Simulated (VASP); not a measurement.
A VASP calculation is set up with these files.

### KPOINTS
```
Automatic mesh
0
Gamma
11 11 6
0 0 0
```

**POSCAR**
```
Ti
1
    1.5045000000    -2.6058700000     0.0000000000
    1.5045000000     2.6058700000     0.0000000000
    0.0000000000     0.0000000000     4.7736000000
Ti
2
Direct
  0.3333330000   0.6666670000   0.2500000000
  0.6666670000   0.3333330000   0.7500000000
```

INCAR:
```
SYSTEM = Ti
PREC = Accurate
ENCUT = 400
EDIFF = 1E-6
NELM = 100
ALGO = Normal
LREAL = .FALSE.
LASPH = .TRUE.
ISMEAR = 1
SIGMA = 0.1
GGA = PE
LMAXMIX = 4
LWAVE = .FALSE.
LCHARG = .FALSE.
ISIF = 2
IBRION = 0
NSW = 3
TEBEG = 300
```

POTCAR, in this order: Ti_sv (PBE.64 set). Program: vasp_std.

What VASP printed:

standard output:
```
 POSCAR found type information on POSCAR Ti
 POSCAR found :  1 types and       2 ions
 Reading from existing POTCAR

 -----------------------------------------------------------------------------
|                                                                             |
|     EEEEEEE  RRRRRR   RRRRRR   OOOOOOO  RRRRRR      ###     ###     ###     |
|     E        R     R  R     R  O     O  R     R     ###     ###     ###     |
|     E        R     R  R     R  O     O  R     R     ###     ###     ###     |
|     EEEEE    RRRRRR   RRRRRR   O     O  RRRRRR       #       #       #      |
|     E        R   R    R   R    O     O  R   R                               |
|     E        R    R   R    R   O     O  R    R      ###     ###     ###     |
|     EEEEEEE  R     R  R     R  OOOOOOO  R     R     ###     ###     ###     |
|                                                                             |
|     Fatal error! IBRION=0, but no entry for POTIM on file INCAR. MUST       |
|     be specified!                                                           |
|                                                                             |
|       ---->  I REFUSE TO CONTINUE WITH THIS SICK JOB ... BYE!!! <----       |
|                                                                             |
 -----------------------------------------------------------------------------
```

Read input and log: which fault does this run have?
(A) molecular dynamics (IBRION = 0) was asked for without POTIM
(B) simple mixing (IMIX = 1) with AMIX above 1 overshoots
(C) IBRION is misspelt, so VASP ignores the line and takes its default
(D) the mesh has unequal divisions along equivalent axes and breaks the lattice's symmetry

A, molecular dynamics (IBRION = 0) was asked for without POTIM. VASP stops with an error: Fatal error! IBRION=0, but no entry for POTIM on file INCAR. MUST be specified! ----> I REFUSE TO CONTINUE WITH THIS SICK JOB ... BYE!!! <----

To mend it, set POTIM to the time step in fs (1 to 2 fs suits most solids). The plain static run on this cell (PBE GGA, plane waves, VASP's PBE PAW potentials (set 64)) converges, and its OSZICAR ends with
```
   1 F= -.15588536E+02 E0= -.15588251E+02  d E =-.857697E-03
```

The compound is Ti in the hcp structure. The cell was not relaxed at this level.
